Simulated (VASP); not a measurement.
Calculation: PBEsol GGA, VASP's PBE PAW potentials (set 64) (plane waves; VASP).

The input files of a VASP run:

**INCAR**
```
SYSTEM = Nb
PREC = Accurate; ENCUT = 520; LREAL = .False.
LASPH = .True.
EDIFF = 1E-6; NELM = 100; ALGO = Normal
LMAXMIX = 4
ISMEAR = 1; SIGMA = 0.1
GGA = PS
IBRION = 2; NSW = 60; ISIF = 3
EDIFFG = -0.01
LWAVE = .False.; LCHARG = .False.
```

### POSCAR
```
Nb
1.0
 -1.6500000000   1.6500000000   1.6500000000
  1.6500000000  -1.6500000000   1.6500000000
  1.6500000000   1.6500000000  -1.6500000000
Nb
1
direct
  0.0000000000   0.0000000000   0.0000000000
```

File KPOINTS:
```
Automatic mesh
0
gamma
14 14 14
```

POTCAR, in this order: Nb_sv (PBE.64 set). Program: vasp_std.

What VASP printed:

OSZICAR:
```
       N       E                     dE             d eps       ncg     rms          rms(c)
DAV:   1     0.116166620447E+03    0.11617E+03   -0.75249E+03  2088   0.130E+03
DAV:   2    -0.618057392794E+01   -0.12235E+03   -0.11939E+03  2228   0.449E+02
DAV:   3    -0.111477626532E+02   -0.49672E+01   -0.47063E+01  3120   0.772E+01
DAV:   4    -0.114332116988E+02   -0.28545E+00   -0.28322E+00  2902   0.161E+01
DAV:   5    -0.114430441129E+02   -0.98324E-02   -0.98250E-02  3166   0.243E+00    0.738E+00
DAV:   6    -0.109922010346E+02    0.45084E+00   -0.86256E-01  3240   0.122E+01    0.256E+00
DAV:   7    -0.109369404927E+02    0.55261E-01   -0.24996E-01  3248   0.643E+00    0.948E-01
DAV:   8    -0.109406960944E+02   -0.37556E-02   -0.12603E-02  2362   0.169E+00    0.551E-02
DAV:   9    -0.109407281862E+02   -0.32092E-04   -0.97311E-04  3586   0.375E-01    0.347E-02
DAV:  10    -0.109407423257E+02   -0.14139E-04   -0.23351E-05  2434   0.696E-02    0.140E-02
DAV:  11    -0.109407387391E+02    0.35866E-05   -0.73308E-06  2776   0.504E-02    0.321E-03
DAV:  12    -0.109407387850E+02   -0.45882E-07   -0.22432E-07  1236   0.743E-03
   1 F= -.10940739E+02 E0= -.10940717E+02  d E =-.109407E+02
       N       E                     dE             d eps       ncg     rms          rms(c)
DAV:   1    -0.117454790146E+02   -0.80474E+00   -0.25216E+01  2576   0.810E+01    0.791E+00
DAV:   2    -0.109829472255E+02    0.76253E+00   -0.17021E+00  3036   0.193E+01    0.211E+00
DAV:   3    -0.108926938150E+02    0.90253E-01   -0.60470E-01  3172   0.916E+00    0.137E+00
DAV:   4    -0.109113184047E+02   -0.18625E-01   -0.23203E-02  2964   0.153E+00    0.652E-01
DAV:   5    -0.109250103306E+02   -0.13692E-01   -0.47101E-02  3626   0.167E+00    0.264E-01
DAV:   6    -0.109244969823E+02    0.51335E-03   -0.10570E-03  2596   0.461E-01    0.178E-02
DAV:   7    -0.109245139436E+02   -0.16961E-04   -0.28632E-04  3588   0.123E-01    0.108E-02
DAV:   8    -0.109245134380E+02    0.50558E-06   -0.20053E-06  1900   0.207E-02
   2 F= -.10924513E+02 E0= -.10924619E+02  d E =0.162253E-01
       N       E                     dE             d eps       ncg     rms          rms(c)
DAV:   1    -0.112924179700E+02   -0.36790E+00   -0.10547E+01  2548   0.526E+01    0.474E+00
DAV:   2    -0.109652152477E+02    0.32720E+00   -0.85428E-01  3116   0.133E+01    0.133E+00
DAV:   3    -0.109328427919E+02    0.32372E-01   -0.25838E-01  3198   0.567E+00    0.716E-01
DAV:   4    -0.109396467255E+02   -0.68039E-02   -0.71353E-03  2458   0.934E-01    0.450E-01
DAV:   5    -0.109475960892E+02   -0.79494E-02   -0.20448E-02  3488   0.102E+00    0.196E-01
DAV:   6    -0.109477277412E+02   -0.13165E-03   -0.30844E-04  2368   0.253E-01    0.962E-02
DAV:   7    -0.109477619430E+02   -0.34202E-04   -0.12124E-04  2712   0.181E-01    0.465E-03
DAV:   8    -0.109477625651E+02   -0.62214E-06   -0.28272E-06  2306   0.160E-02
   3 F= -.10947763E+02 E0= -.10947845E+02  d E =-.702378E-02
```

**OUTCAR**
```
------------------------ aborting loop because EDIFF is reached ----------------------------------------
  FORCE on cell =-STRESS in cart. coord.  units (eV):
  Direction    XX          YY          ZZ          XY          YZ          ZX
  --------------------------------------------------------------------------------------
  Total       -0.0064232     -0.0064232     -0.0064232      0.0000000     -0.0000000      0.0000000
  in kB       -0.5882253     -0.5882253     -0.5882253      0.0000000     -0.0000000      0.0000000
  external PRESSURE =      -0.5882253 kB  Pullay stress =       0.0000000 kB
  volume of cell :       17.50
      direct lattice vectors                 reciprocal lattice vectors
    -1.635382729  1.635382729  1.635382729     0.000000000  0.305738829  0.305738829
     1.635382729 -1.635382729  1.635382729     0.305738829  0.000000000  0.305738829
     1.635382729  1.635382729 -1.635382729     0.305738829  0.305738829  0.000000000
 POSITION                                       TOTAL-FORCE (eV/Angst)
 -----------------------------------------------------------------------------------
      0.00000     -0.00000      0.00000        -0.000000      0.000000      0.000000
 -----------------------------------------------------------------------------------
    total drift:                               -0.000000      0.000000      0.000000
  FREE ENERGIE OF THE ION-ELECTRON SYSTEM (eV)
  ---------------------------------------------------
  free  energy   TOTEN  =       -10.9477625651 eV

  energy  without entropy=      -10.9480100781  energy(sigma->0) =      -10.94784507

 reached required accuracy - stopping structural energy minimisation
```
(Selected blocks of OUTCAR.)

File CONTCAR:
```
Nb
   1.00000000000000
    -1.6353827291693694    1.6353827291693694    1.6353827291693694
     1.6353827291693694   -1.6353827291693694    1.6353827291693694
     1.6353827291693694    1.6353827291693694   -1.6353827291693694
  Nb
     1
Direct
     0.0000000000000000    0.0000000000000000    0.0000000000000000
```

Energy and stress use the plane-wave basis of the starting cell.

The compound is Nb in the bcc structure. This run relaxes it. Symmetry was kept, so distortions that lower it aren't found.
